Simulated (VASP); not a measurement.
Input of a VASP 6.6.1 run:

The input POSCAR:

```
GaGe
1.0
    0.0000000000      2.8978440000      2.8978440000
    2.8978440000      0.0000000000      2.8978440000
    2.8978440000      2.8978440000      0.0000000000
Ge Ga
1 1
Direct
    0.0000000000      0.0000000000      0.0000000000
    0.2500000000      0.2500000000      0.2500000000
```

The input INCAR.step1:

```
SYSTEM = GaGe
  PREC = Accurate
  ENCUT = 600
  EDIFF = 1E-8
  ISMEAR = -1
  SIGMA = 0.05
  LREAL = .False.
  LASPH = .True.
  NELM = 100
  ALGO = Normal
  ISIF = 3
  LWAVE = .False.
  LCHARG = .False.
  GGA = PE
  IBRION = 2
  NSW = 40
  EDIFFG = -0.002
  KPAR = 2
```

INCAR.step2

```
SYSTEM = GaGe
  PREC = Accurate
  ENCUT = 600
  EDIFF = 1E-8
  ISMEAR = -1
  SIGMA = 0.05
  LREAL = .False.
  LASPH = .True.
  NELM = 100
  ALGO = Normal
  ISIF = 2
  LWAVE = .False.
  LCHARG = .False.
  GGA = PE
  IBRION = 6
  NFREE = 2
  POTIM = 0.015
  NSW = 1
  KPAR = 2
```

KPOINTS

```
regular mesh
0
Gamma
  8 8 8
  0 0 0
```

Potentials or basis: VASP PAW PBE potentials, release 64 (Ge_d, Ga_d).

Command:

```sh
$ cat potpaw_PBE.64/Ge_d/POTCAR potpaw_PBE.64/Ga_d/POTCAR > POTCAR
$ cp INCAR.step1 INCAR
$ mpirun -np 2 vasp_std > vasp.out
$ cp CONTCAR POSCAR
$ cp INCAR.step2 INCAR
$ mpirun -np 2 vasp_std > vasp.out
```

Question: What does it give for the highest phonon frequency at Γ, LO-TO splitting left out?

Answer: 194 cm⁻¹.

Question: What does it give for the space group after relaxing (to 0.05 Å)?

Answer: F-43m (No. 216).

Final structure:
```yaml
crystal:
  lattice:
    - [0.00000, 2.90330, 2.90330]
    - [2.90330, 0.00000, 2.90330]
    - [2.90330, 2.90330, 0.00000]
  atoms:
    - { symbol: Ge, position: [0.00000, 0.00000, 0.00000] }
    - { symbol: Ga, position: [0.25000, 0.25000, 0.25000] }
```
